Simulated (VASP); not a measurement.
Data:

```
Mg
1.0
    1.59269    -2.75862     0.00000
    1.59269     2.75862     0.00000
    0.00000     0.00000     5.09946
Mg
2
Direct
  0.33333   0.66667   0.25000
  0.66667   0.33333   0.75000
```

Level of theory: r2SCAN meta-GGA, VASP's PBE PAW potentials (set 64) (plane waves; VASP). Run with 480 eV cut-off, 12×12×8 Γ-centred mesh, first-order Methfessel-Paxton smearing of 0.10 eV, potentials Mg.

Energy and stress use the plane-wave basis of the starting cell.

**Question.** The ions, cell shape and volume at an external pressure of 20.0 GPa are relaxed. Give the cell that the relaxation ends in.

**Answer.** 
```
Mg
1.0
    1.44835    -2.50861     0.00000
    1.44835     2.50861     0.00000
    0.00000     0.00000     4.63413
Mg
2
Cartesian
  1.44835   0.83620   1.15853
  1.44835  -0.83620   3.47560
```
Space group P6_3/mmc (194), at a tolerance of 0.03 Å.

**Question.** How do energy and volume change from the first to the last step?

**Answer.** The energy (σ→0) changes by +274.1 meV/atom and the volume by -24.9 %, in 6 ionic steps.

The compound is Mg in the hcp structure. This run relaxes it under an external pressure of 20 GPa. Symmetry was kept, so distortions that lower it aren't found.
